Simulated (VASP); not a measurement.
Input:

```
CELL_PARAMETERS angstrom
      1.78934    -3.09922     0.00000
      1.78934     3.09922     0.00000
      0.00000     0.00000     5.58988
ATOMIC_POSITIONS crystal
  Tb 0.33333 0.66667 0.25000
  Tb 0.66667 0.33333 0.75000
```

Calculation: optB86b-vdW, VASP's PBE PAW potentials (set 64) (plane waves; VASP 6.6.1). Run with 520 eV cut-off, 13×13×8 Γ-centred mesh, tetrahedra with Blöchl corrections, potentials Tb_3.

The 4f electrons are frozen in the core of the lanthanide potential, so 4f levels, which can set the real gap, and their magnetism are missing.

Predict the energy per atom (σ→0), band gap (on the k-mesh) with the smallest direct gap where there is one.

band gap (on the k-mesh): none (metal, semimetal or under 0.01 eV)
energy per atom (σ→0): -2.096 eV/atom

Only differences to runs with the same potentials and settings are physical.

The compound is Tb in the hcp structure. It was relaxed first.
